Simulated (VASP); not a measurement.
Calculation: PBE GGA, VASP's PBE PAW potentials (set 64) (plane waves; VASP 6.6.1).

Input for VASP

KPOINTS:
```
Automatic mesh
0
G
 4 4 3
```

### INCAR
```
SYSTEM = GdGe2
PREC = Accurate
ENCUT = 300
EDIFF = 1E-6
NELM = 100
ALGO = Normal
LREAL = .FALSE.
LASPH = .TRUE.
ISMEAR = 0
SIGMA = 0.1
GGA = PE
LMAXMIX = 6
LWAVE = .FALSE.
LCHARG = .FALSE.
ISIF = 2
ISPIN = 2
MAGMOM = 7.0 0.0 0.0
LORBIT = 11
```

File POSCAR:
```
GdGe2
1
    4.3889870000     0.0000000000     0.0000000000
   -2.1944930000     3.8009740000     0.0000000000
    0.0000000000     0.0000000000     4.7522290000
Gd Ge
1 2
Direct
  0.0000000000   0.0000000000   0.0000000000
  0.3333330000   0.6666670000   0.5000000000
  0.6666670000   0.3333330000   0.5000000000
```

POTCAR, in this order: Gd Ge_d (PBE.64 set). Program: vasp_std.

The resulting files:

OSZICAR:
```
...
DAV:  12    -0.220836477352E+02   -0.79790E-01   -0.34278E-02  1507   0.190E+00    0.971E+00
DAV:  13    -0.220471421054E+02    0.36506E-01   -0.72483E-03  1588   0.693E-01    0.933E+00
DAV:  14    -0.220217284165E+02    0.25414E-01   -0.13451E-02  1359   0.907E-01    0.860E+00
DAV:  15    -0.220255194898E+02   -0.37911E-02   -0.15586E-02  1555   0.504E-01    0.864E+00
DAV:  16    -0.220157626061E+02    0.97569E-02   -0.87324E-03  1306   0.784E-01    0.847E+00
DAV:  17    -0.220404894056E+02   -0.24727E-01   -0.74936E-03  1530   0.719E-01    0.932E+00
DAV:  18    -0.220496672578E+02   -0.91779E-02   -0.10484E-02  1436   0.535E-01    0.930E+00
DAV:  19    -0.214247695712E+02    0.62490E+00   -0.17094E+00  1335   0.865E+00    0.109E+01
DAV:  20    -0.217243610482E+02   -0.29959E+00   -0.13214E-01  1314   0.175E+00    0.115E+01
DAV:  21    -0.216610878446E+02    0.63273E-01   -0.48639E-02  1297   0.117E+00    0.125E+01
DAV:  22    -0.216231123671E+02    0.37975E-01   -0.41916E-02  1500   0.506E-01    0.128E+01
DAV:  23    -0.215959635580E+02    0.27149E-01   -0.20718E-02  1352   0.102E+00    0.125E+01
DAV:  24    -0.214946345248E+02    0.10133E+00   -0.27062E-02  1239   0.607E-01    0.134E+01
DAV:  25    -0.214642728689E+02    0.30362E-01   -0.58839E-02  1349   0.181E+00    0.154E+01
DAV:  26    -0.213740657339E+02    0.90207E-01   -0.18933E-02  1524   0.872E-01    0.158E+01
DAV:  27    -0.211732262625E+02    0.20084E+00   -0.97647E-02  1305   0.294E+00    0.155E+01
DAV:  28    -0.212850142385E+02   -0.11179E+00   -0.30365E-02  1525   0.850E-01    0.156E+01
DAV:  29    -0.213493727134E+02   -0.64358E-01   -0.67967E-03  1458   0.628E-01    0.152E+01
DAV:  30    -0.213655063921E+02   -0.16134E-01   -0.53590E-03  1390   0.311E-01    0.156E+01
DAV:  31    -0.212754568577E+02    0.90050E-01   -0.13183E-01  1389   0.178E+00    0.193E+01
DAV:  32    -0.211836061558E+02    0.91851E-01   -0.55870E-02  1394   0.167E+00    0.203E+01
DAV:  33    -0.211908147835E+02   -0.72086E-02   -0.47427E-02  1286   0.154E+00    0.183E+01
DAV:  34    -0.211887277991E+02    0.20870E-02   -0.22611E-03  1585   0.265E-01    0.180E+01
DAV:  35    -0.211331411085E+02    0.55587E-01   -0.64233E-02  1291   0.168E+00    0.165E+01
DAV:  36    -0.213721769392E+02   -0.23904E+00   -0.18382E-01  1468   0.195E+00    0.109E+01
DAV:  37    -0.219295950108E+02   -0.55742E+00   -0.69360E-01  1220   0.415E+00    0.910E+00
DAV:  38    -0.219808635970E+02   -0.51269E-01   -0.87386E-02  1572   0.160E+00    0.102E+01
DAV:  39    -0.219726983667E+02    0.81652E-02   -0.14804E-02  1425   0.796E-01    0.959E+00
DAV:  40    -0.219557684276E+02    0.16930E-01   -0.63268E-03  1396   0.476E-01    0.951E+00
DAV:  41    -0.219731090705E+02   -0.17341E-01   -0.41586E-03  1240   0.410E-01    0.101E+01
DAV:  42    -0.219750138401E+02   -0.19048E-02   -0.65007E-03  1185   0.495E-01    0.104E+01
DAV:  43    -0.218947555687E+02    0.80258E-01   -0.50347E-02  1296   0.204E+00    0.975E+00
DAV:  44    -0.218813667160E+02    0.13389E-01   -0.25687E-02  1555   0.926E-01    0.102E+01
DAV:  45    -0.218705207287E+02    0.10846E-01   -0.63893E-02  1150   0.748E-01    0.100E+01
DAV:  46    -0.218864084296E+02   -0.15888E-01   -0.96845E-03  1532   0.563E-01    0.102E+01
DAV:  47    -0.218920200417E+02   -0.56116E-02   -0.14883E-03  1333   0.275E-01    0.102E+01
DAV:  48    -0.218944916714E+02   -0.24716E-02   -0.46888E-04  1335   0.150E-01    0.102E+01
DAV:  49    -0.218949566133E+02   -0.46494E-03   -0.56242E-05  1486   0.620E-02    0.102E+01
DAV:  50    -0.218913840577E+02    0.35726E-02   -0.15253E-03  1208   0.207E-01    0.104E+01
DAV:  51    -0.218609370641E+02    0.30447E-01   -0.19691E-02  1423   0.783E-01    0.111E+01
DAV:  52    -0.218669609203E+02   -0.60239E-02   -0.13393E-03  1656   0.199E-01    0.110E+01
DAV:  53    -0.218713280616E+02   -0.43671E-02   -0.96368E-04  1433   0.147E-01    0.110E+01
DAV:  54    -0.218748650902E+02   -0.35370E-02   -0.83079E-03  1304   0.338E-01    0.107E+01
DAV:  55    -0.219121610208E+02   -0.37296E-01   -0.92907E-03  1368   0.646E-01    0.105E+01
DAV:  56    -0.218682773457E+02    0.43884E-01   -0.33577E-01  1391   0.313E+00    0.108E+01
DAV:  57    -0.219183180826E+02   -0.50041E-01   -0.32827E-02  1402   0.122E+00    0.104E+01
DAV:  58    -0.219084794906E+02    0.98386E-02   -0.32861E-03  1424   0.484E-01    0.100E+01
DAV:  59    -0.218930362747E+02    0.15443E-01   -0.57272E-03  1571   0.292E-01    0.981E+00
DAV:  60    -0.218962570760E+02   -0.32208E-02   -0.23487E-02  1275   0.381E-01    0.977E+00
DAV:  61    -0.219756915030E+02   -0.79434E-01   -0.14726E+00  1281   0.382E+00    0.113E+01
DAV:  62    -0.218158550153E+02    0.15984E+00   -0.15303E-01  1238   0.357E+00    0.718E+00
DAV:  63    -0.218123528594E+02    0.35022E-02   -0.32596E-02  1519   0.129E+00    0.604E+00
DAV:  64    -0.218273534930E+02   -0.15001E-01   -0.84909E-03  1395   0.515E-01    0.627E+00
DAV:  65    -0.218364175880E+02   -0.90641E-02   -0.45139E-03  1274   0.596E-01    0.621E+00
DAV:  66    -0.218944998810E+02   -0.58082E-01   -0.31784E-01  1290   0.256E+00    0.634E+00
DAV:  67    -0.219218780167E+02   -0.27378E-01   -0.18406E-02  1269   0.832E-01    0.655E+00
DAV:  68    -0.219185679670E+02    0.33100E-02   -0.60699E-03  1497   0.508E-01    0.665E+00
DAV:  69    -0.219136728697E+02    0.48951E-02   -0.93376E-04  1478   0.187E-01    0.668E+00
DAV:  70    -0.219255046221E+02   -0.11832E-01   -0.17468E-02  1325   0.979E-01    0.644E+00
DAV:  71    -0.219263539035E+02   -0.84928E-03   -0.16014E-02  1529   0.112E+00    0.663E+00
DAV:  72    -0.219286764968E+02   -0.23226E-02   -0.36539E-03  1602   0.370E-01    0.687E+00
DAV:  73    -0.219215805344E+02    0.70960E-02   -0.23385E-03  1387   0.501E-01    0.672E+00
DAV:  74    -0.219116675970E+02    0.99129E-02   -0.59147E-03  1437   0.689E-01    0.640E+00
DAV:  75    -0.219111992221E+02    0.46837E-03   -0.34761E-02  1329   0.148E+00    0.596E+00
DAV:  76    -0.218528523272E+02    0.58347E-01   -0.20997E-01  1274   0.334E+00    0.563E+00
DAV:  77    -0.218805278294E+02   -0.27676E-01   -0.91494E-02  1401   0.210E+00    0.598E+00
DAV:  78    -0.218827918193E+02   -0.22640E-02   -0.25354E-02  1406   0.934E-01    0.659E+00
DAV:  79    -0.218727607944E+02    0.10031E-01   -0.69167E-03  1418   0.384E-01    0.675E+00
DAV:  80    -0.218947821780E+02   -0.22021E-01   -0.53909E-03  1332   0.729E-01    0.677E+00
DAV:  81    -0.219831934804E+02   -0.88411E-01   -0.86980E-01  1330   0.484E+00    0.920E+00
DAV:  82    -0.221329198361E+02   -0.14973E+00   -0.12668E-01  1600   0.142E+00    0.130E+01
DAV:  83    -0.221467213288E+02   -0.13801E-01   -0.36310E-02  1350   0.106E+00    0.138E+01
DAV:  84    -0.220474618432E+02    0.99259E-01   -0.14485E-02  1472   0.885E-01    0.132E+01
DAV:  85    -0.220553560721E+02   -0.78942E-02   -0.93060E-04  1526   0.202E-01    0.133E+01
DAV:  86    -0.217830310179E+02    0.27233E+00   -0.24456E-01  1297   0.293E+00    0.876E+00
DAV:  87    -0.220638290792E+02   -0.28080E+00   -0.21879E-01  1303   0.442E+00    0.122E+01
DAV:  88    -0.220138101088E+02    0.50019E-01   -0.22508E-02  1492   0.126E+00    0.116E+01
DAV:  89    -0.219142142624E+02    0.99596E-01   -0.52189E-01  1283   0.335E+00    0.887E+00
DAV:  90    -0.222032832066E+02   -0.28907E+00   -0.28418E-01  1507   0.197E+00    0.131E+01
DAV:  91    -0.217942344856E+02    0.40905E+00   -0.15786E-01  1251   0.343E+00    0.125E+01
DAV:  92    -0.217251224754E+02    0.69112E-01   -0.22871E-02  1549   0.861E-01    0.129E+01
DAV:  93    -0.213467346667E+02    0.37839E+00   -0.98867E-02  1245   0.337E+00    0.113E+01
DAV:  94    -0.212246260653E+02    0.12211E+00   -0.26943E-02  1603   0.126E+00    0.111E+01
DAV:  95    -0.213110135911E+02   -0.86388E-01   -0.76013E-03  1399   0.753E-01    0.114E+01
DAV:  96    -0.216680922313E+02   -0.35708E+00   -0.60712E+00  1394   0.618E+00    0.118E+01
DAV:  97    -0.220542277748E+02   -0.38614E+00   -0.10646E-01  1389   0.278E+00    0.123E+01
DAV:  98    -0.220305809533E+02    0.23647E-01   -0.17680E-02  1502   0.106E+00    0.126E+01
DAV:  99    -0.219801345586E+02    0.50446E-01   -0.37777E-03  1554   0.445E-01    0.125E+01
DAV: 100    -0.219070698555E+02    0.73065E-01   -0.70540E-03  1254   0.921E-01
   1 F= -.21907070E+02 E0= -.21884346E+02  d E =-.454481E-01  mag=     6.5628
```

File OUTCAR:
```
------------------------ aborting loop EDIFF was not reached (unconverged)  ----------------------------
  FORCE on cell =-STRESS in cart. coord.  units (eV):
  Direction    XX          YY          ZZ          XY          YZ          ZX
  --------------------------------------------------------------------------------------
  Total       25.8270695     25.8270662      0.3194337      0.0000034      0.0000000      0.0000000
  in kB      521.9503099    521.9502443      6.4555733      0.0000687      0.0000000      0.0000000
  external PRESSURE =     350.1187092 kB  Pullay stress =       0.0000000 kB
  volume of cell :       79.28
      direct lattice vectors                 reciprocal lattice vectors
     4.388987000  0.000000000  0.000000000     0.227843008  0.131545200  0.000000000
    -2.194493000  3.800974000  0.000000000     0.000000000  0.263090460  0.000000000
     0.000000000  0.000000000  4.752229000     0.000000000  0.000000000  0.210427570
 POSITION                                       TOTAL-FORCE (eV/Angst)
 -----------------------------------------------------------------------------------
      0.00000      0.00000      0.00000        -0.000000      0.000000      0.000000
     -0.00000      2.53398      2.37611         0.000000     -0.000000      0.000000
      2.19450      1.26699      2.37611        -0.000000      0.000000      0.000000
 -----------------------------------------------------------------------------------
    total drift:                               -0.000000      0.000000      0.000000
  FREE ENERGIE OF THE ION-ELECTRON SYSTEM (eV)
  ---------------------------------------------------
  free  energy   TOTEN  =       -21.9070698555 eV

  energy  without entropy=      -21.8616217512  energy(sigma->0) =      -21.88434580

 total charge

# of ion       s       p       d       f       tot
--------------------------------------------------
    1        2.008   5.559   0.307   7.890  15.765
    2        1.166   1.037  10.009   0.000  12.212
    3        1.166   1.037  10.009   0.000  12.212
--------------------------------------------------
tot          4.340   7.633  20.326   7.890  40.190

 magnetization (x)

# of ion       s       p       d       f       tot
--------------------------------------------------
    1       -0.007  -0.068   0.052   5.927   5.904
    2       -0.001  -0.013   0.000   0.000  -0.014
    3       -0.001  -0.013   0.000   0.000  -0.014
--------------------------------------------------
tot         -0.010  -0.093   0.053   5.927   5.877
```
(Selected blocks of OUTCAR.)

stdout:
```
...
DAV:  81    -0.219831934804E+02   -0.88411E-01   -0.86980E-01  1330   0.484E+00    0.920E+00
DAV:  82    -0.221329198361E+02   -0.14973E+00   -0.12668E-01  1600   0.142E+00    0.130E+01
DAV:  83    -0.221467213288E+02   -0.13801E-01   -0.36310E-02  1350   0.106E+00    0.138E+01
DAV:  84    -0.220474618432E+02    0.99259E-01   -0.14485E-02  1472   0.885E-01    0.132E+01
DAV:  85    -0.220553560721E+02   -0.78942E-02   -0.93060E-04  1526   0.202E-01    0.133E+01
DAV:  86    -0.217830310179E+02    0.27233E+00   -0.24456E-01  1297   0.293E+00    0.876E+00
DAV:  87    -0.220638290792E+02   -0.28080E+00   -0.21879E-01  1303   0.442E+00    0.122E+01
DAV:  88    -0.220138101088E+02    0.50019E-01   -0.22508E-02  1492   0.126E+00    0.116E+01
DAV:  89    -0.219142142624E+02    0.99596E-01   -0.52189E-01  1283   0.335E+00    0.887E+00
DAV:  90    -0.222032832066E+02   -0.28907E+00   -0.28418E-01  1507   0.197E+00    0.131E+01
DAV:  91    -0.217942344856E+02    0.40905E+00   -0.15786E-01  1251   0.343E+00    0.125E+01
DAV:  92    -0.217251224754E+02    0.69112E-01   -0.22871E-02  1549   0.861E-01    0.129E+01
DAV:  93    -0.213467346667E+02    0.37839E+00   -0.98867E-02  1245   0.337E+00    0.113E+01
DAV:  94    -0.212246260653E+02    0.12211E+00   -0.26943E-02  1603   0.126E+00    0.111E+01
DAV:  95    -0.213110135911E+02   -0.86388E-01   -0.76013E-03  1399   0.753E-01    0.114E+01
DAV:  96    -0.216680922313E+02   -0.35708E+00   -0.60712E+00  1394   0.618E+00    0.118E+01
DAV:  97    -0.220542277748E+02   -0.38614E+00   -0.10646E-01  1389   0.278E+00    0.123E+01
DAV:  98    -0.220305809533E+02    0.23647E-01   -0.17680E-02  1502   0.106E+00    0.126E+01
DAV:  99    -0.219801345586E+02    0.50446E-01   -0.37777E-03  1554   0.445E-01    0.125E+01
DAV: 100    -0.219070698555E+02    0.73065E-01   -0.70540E-03  1254   0.921E-01

 -----------------------------------------------------------------------------
|                                                                             |
|           W    W    AA    RRRRR   N    N  II  N    N   GGGG   !!!           |
|           W    W   A  A   R    R  NN   N  II  NN   N  G    G  !!!           |
|           W    W  A    A  R    R  N N  N  II  N N  N  G       !!!           |
|           W WW W  AAAAAA  RRRRR   N  N N  II  N  N N  G  GGG   !            |
|           WW  WW  A    A  R   R   N   NN  II  N   NN  G    G                |
|           W    W  A    A  R    R  N    N  II  N    N   GGGG   !!!           |
|                                                                             |
|     The electronic self-consistency was not achieved in the given           |
|     number of steps (NELM). The forces and other quantities evaluated       |
|     might not be reliable so examine the results carefully. If you find     |
|     spurious results, we suggest increasing NELM, if you were close to      |
|     convergence or switching to a different ALGO or adjusting the           |
|     density mixing parameters otherwise.                                    |
|                                                                             |
 -----------------------------------------------------------------------------

   1 F= -.21907070E+02 E0= -.21884346E+02  d E =-.454481E-01  mag=     6.5628
```

Convergence was not reached.

At this cut-off the stress carries a Pulay error, which pulls relaxed volumes low.

The structure was generated: GdGe2 was put into an ordered model structure, which need not be its known phase. The cell was not relaxed at this level, and its volume differs by -5.9 % from the start's. The k-mesh is coarse (spacing up to 0.44 per Å, 2π included), so the numbers may not be converged in it.
